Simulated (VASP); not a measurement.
Ag3OF: single point with LDA

Crystal: Ag3OF.

```
CELL_PARAMETERS angstrom
4.26937 0.00000 0.00000
0.00000 4.26937 0.00000
0.00000 0.00000 4.26937
ATOMIC_POSITIONS crystal
O 0.00000 0.00000 0.00000
F 0.50000 0.50000 0.50000
Ag 0.50000 0.50000 0.00000
Ag 0.50000 0.00000 0.50000
Ag 0.00000 0.50000 0.50000
```

The cell comes from a database or a generator and needn't be the stable form of this composition.

```
Program                : VASP 6.6.1
Task                   : single point
Functional             : LDA
Potentials or basis    : VASP PAW LDA potentials, release 64 (O, F, Ag)
Cutoff                 : 520 eV
k mesh                 : 4 × 4 × 4
Occupations            : gaussian, width 0.05 eV
Spin                   : no spin polarisation
Dipole correction      : no
Further INCAR settings : ALGO = Fast; EDIFF = 1e-06; NBANDS = 31
```

```yaml
Pressure: 2.5 GPa
Band_gap_on_the_k_mesh: none (metal or under the smearing width)
```

Levels at points of the mesh, in eV from the Fermi level:
```tsv
k point	band 21	band 22	band 23	band 24	band 25	band 26
(0.00, 0.00, 0.00)	-1.66	-0.96	-0.96	-0.96	6.10	6.10
(0.50, 0.00, 0.00)	-1.65	-0.27	-0.27	1.83	2.03	6.92
(0.50, 0.50, 0.00)	-0.17	-0.17	0.03	1.43	3.08	4.22
(0.50, 0.50, 0.50)	-0.76	-0.76	-0.76	4.82	4.82	4.82
```

Wall time 12 s on 1 thread of Intel(R) Xeon(R) Platinum 8559C (Emerald Rapids), on a shared host, peak memory 0.16 GiB.

Caveat: the k mesh is coarse (spacing up to 0.37 Å⁻¹), so the values aren't converged.
